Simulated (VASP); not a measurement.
Consider the following.

```yaml
crystal:
  lattice:
    - [0.00000, 2.55920, 2.55920]
    - [2.55920, 0.00000, 2.55920]
    - [2.55920, 2.55920, 0.00000]
  atoms:
    - { symbol: Zr, position: [0.00000, 0.00000, 0.00000] }
    - { symbol: O, position: [0.25000, 0.25000, 0.25000] }
    - { symbol: O, position: [0.75000, 0.75000, 0.75000] }
```

These are PBE GGA, VASP's PBE PAW potentials (set 64) (plane waves; VASP) values and carry that method's errors. Run with 530 eV cut-off, 7×7×7 Γ-centred mesh, Gaussian smearing of 0.050 eV, potentials Zr_sv O.

What does the run give for the energy per atom (σ→0)?

```json
{
 "energy per atom (σ→0)": "-9.523 eV/atom"
}
```

Total energies compare only between runs with the same potentials, cut-off and functional.

The compound is ZrO2 in the fluorite structure, the high-temperature cubic form, which is unstable at 0 K; the monoclinic form is the stable one. It was relaxed first. The start is the result of an earlier pass.
